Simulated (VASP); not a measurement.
Consider the following.

```
BeS
1.0
    0.00000     2.48119     2.48119
    2.48119     0.00000     2.48119
    2.48119     2.48119     0.00000
Be S
1 1
Direct
  0.00000   0.00000   0.00000
  0.25000   0.25000   0.25000
```

These are optB86b-vdW, VASP's PBE PAW potentials (set 64) (plane waves; VASP 6.6.1) values and carry that method's errors. Run with 520 eV cut-off, 9×9×9 Γ-centred mesh, Gaussian smearing of 0.050 eV, potentials Be S.

Q: What does the run give for the energy per atom (σ→0), pressure?

A: 
| Quantity | Result |
|---|---|
| energy per atom (σ→0) | -4.104 eV/atom |
| pressure | -4.93 GPa |

Only differences to runs with the same potentials and settings are physical.

The compound is BeS in the zinc blende structure. This cell is one point of a volume scan, at 1.06 of the reference volume.
